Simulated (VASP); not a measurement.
Computed with PBE GGA, VASP's PBE PAW potentials (set 64) (plane waves; VASP).

VASP input:

### POSCAR
```
Dy
1
    1.8309000000    -3.1712120000     0.0000000000
    1.8309000000     3.1712120000     0.0000000000
    0.0000000000     0.0000000000     5.7630000000
Dy
2
Direct
  0.3333330000   0.6666670000   0.2500000000
  0.6666670000   0.3333330000   0.7500000000
```

KPOINTS:
```
Automatic mesh
0
Gamma
9 9 5
0 0 0
```

INCAR:
```
# general
SYSTEM  = Dy
PREC    = Accurate
ENCUT   = 400   # plane-wave cut-off (eV)
LREAL   = .FALSE.
LASPH   = .TRUE.   # aspherical one-centre terms

# electronic loop
EDIFF   = 1E-6   # SCF stop (eV)
NELM    = 100
ALGO    = Normal   # blocked Davidson
LMAXMIX = 6   # l cut-off of mixed one-centre charges

# smearing
ISMEAR  = 1   # Methfessel-Paxton
SIGMA   = 0.1   # width (eV)

# functional
GGA     = PE   # PBE

# ions
ISIF    = 2

# output
LWAVE   = .FALSE.
LCHARG  = .FALSE.
```

POTCAR, in this order: Dy_3 (PBE.64 set). Program: vasp_std.

The 4f electrons are frozen in the core of the lanthanide potential, so 4f levels, which can set the real gap, and their magnetism are missing.

### Question
Estimate the energy per atom (σ→0), pressure, band gap (on the k-mesh).

### Answer

```yaml
energy per atom (σ→0): -4.524 eV/atom
band gap (on the k-mesh): none (metal, semimetal or under 0.01 eV)
pressure: -1.89 GPa
```

OSZICAR:
```
...
DAV:   5    -0.904406942220E+01   -0.35340E-02   -0.35042E-02  1398   0.978E-01    0.230E+01
DAV:   6    -0.904113832502E+01    0.29311E-02   -0.26071E-02  1432   0.147E+00    0.137E+01
DAV:   7    -0.904772539712E+01   -0.65871E-02   -0.47491E-02  1412   0.201E+00    0.233E-01
DAV:   8    -0.904739254673E+01    0.33285E-03   -0.26711E-03  1211   0.433E-01    0.585E-02
DAV:   9    -0.904740997317E+01   -0.17426E-04   -0.21963E-04  1175   0.135E-01    0.324E-02
DAV:  10    -0.904740338002E+01    0.65931E-05   -0.36377E-05  1290   0.479E-02    0.404E-02
DAV:  11    -0.904740436230E+01   -0.98228E-06   -0.42576E-06  1151   0.170E-02
   1 F= -.90474044E+01 E0= -.90478167E+01  d E =0.123706E-02
```

The compound is Dy in the hcp structure. The cell was not relaxed at this level.
